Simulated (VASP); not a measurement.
Calculation: PBE GGA, VASP's PBE PAW potentials (set 64) (plane waves; VASP).

VASP ran on this input.

File POSCAR:
```
K
1.0
 -2.6400000000   2.6400000000   2.6400000000
  2.6400000000  -2.6400000000   2.6400000000
  2.6400000000   2.6400000000  -2.6400000000
K
1
Direct
  0.0000000000   0.0000000000   0.0000000000
```

**INCAR**
```
SYSTEM = K
PREC = Accurate
ENCUT = 480
EDIFF = 1E-7
NELM = 100
ALGO = Normal
LREAL = .FALSE.
LASPH = .TRUE.
ISMEAR = 1
SIGMA = 0.1
GGA = PE
LWAVE = .FALSE.
LCHARG = .FALSE.
ISIF = 3
IBRION = 2
NSW = 40
EDIFFG = -0.01
PSTRESS = 100
```

**KPOINTS**
```
Automatic
0
Gamma
  10 10 10
0 0 0
```

POTCAR, in this order: K_sv (PBE.64 set). Program: vasp_std.

Energy and stress use the plane-wave basis of the starting cell.

What does the run give for the energy per atom (σ→0), volume per atom, band gap (on the k-mesh)?

| Quantity | Result |
|---|---|
| energy per atom (σ→0) | -0.366 eV/atom |
| band gap (on the k-mesh) | none (metal, semimetal or under 0.01 eV) |
| volume per atom | 35.59 Å³/atom |

OSZICAR:
```
...
DAV:   3    -0.366125379270E+00    0.54999E-03   -0.24601E-03  1112   0.449E-01    0.125E-01
DAV:   4    -0.366169198054E+00   -0.43819E-04   -0.72799E-05  1208   0.828E-02    0.435E-02
DAV:   5    -0.366184030134E+00   -0.14832E-04   -0.10937E-04  1008   0.658E-02    0.102E-02
DAV:   6    -0.366182781529E+00    0.12486E-05   -0.15995E-06   952   0.118E-02    0.351E-03
DAV:   7    -0.366182302278E+00    0.47925E-06   -0.17338E-07   688   0.429E-03    0.595E-04
DAV:   8    -0.366182426269E+00   -0.12399E-06   -0.41588E-08   440   0.147E-03    0.778E-04
DAV:   9    -0.366182508290E+00   -0.82020E-07   -0.15642E-08   384   0.921E-04
  18 F= 0.18551922E+01 E0= 0.18557368E+01  d E =-.424728E-03
```

The compound is K in the bcc structure. This run relaxes it under an external pressure of 10 GPa. Symmetry was kept, so distortions that lower it aren't found.
